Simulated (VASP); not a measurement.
OSZICAR of a VASP run on Hf (hcp):

**OSZICAR**
```
       N       E                     dE             d eps       ncg     rms          rms(c)
DAV:   1     0.475252017222E+02    0.47525E+02   -0.11360E+04  2660   0.129E+03
DAV:   2    -0.185001087059E+02   -0.66025E+02   -0.64910E+02  3350   0.265E+02
DAV:   3    -0.203322769692E+02   -0.18322E+01   -0.18109E+01  3560   0.302E+01
DAV:   4    -0.203467796478E+02   -0.14503E-01   -0.14496E-01  3060   0.338E+00
DAV:   5    -0.203469758948E+02   -0.19625E-03   -0.19623E-03  3536   0.317E-01    0.688E+01
DAV:   6    -0.198950129600E+02    0.45196E+00   -0.40704E-01  2804   0.510E+00    0.408E+01
DAV:   7    -0.197324845718E+02    0.16253E+00   -0.69355E-01  2792   0.640E+00    0.196E+00
DAV:   8    -0.197246174199E+02    0.78672E-02   -0.43927E-02  2918   0.165E+00    0.373E-01
DAV:   9    -0.197247286732E+02   -0.11125E-03   -0.98076E-04  3626   0.255E-01    0.214E-01
DAV:  10    -0.197247194609E+02    0.92123E-05   -0.49310E-05  2974   0.588E-02    0.279E-01
DAV:  11    -0.197247214900E+02   -0.20291E-05   -0.67192E-06  3212   0.217E-02    0.268E-02
DAV:  12    -0.197247219235E+02   -0.43353E-06   -0.86088E-07  3212   0.743E-03    0.833E-03
DAV:  13    -0.197247218023E+02    0.12120E-06   -0.34193E-08  1918   0.162E-03    0.199E-03
DAV:  14    -0.197247217637E+02    0.38625E-07   -0.38338E-09  1786   0.590E-04
   1 F= -.19724722E+02 E0= -.19724840E+02  d E =0.354410E-03
```

**Question.** Which electronic solver shows in the log?

**Answer.** It is blocked Davidson (ALGO = Normal, or the opening steps of other solvers). The INCAR had ALGO = Normal.

**Question.** Can the final energy be trusted as converged?

**Answer.** Self-consistency was reached. It stopped with EDIFF = 1E-7, NELM = 100 (PBE GGA, plane waves, VASP's PBE PAW potentials (set 64)).

The compound is Hf in the hcp structure. This cell was strained or had an atom moved on purpose.
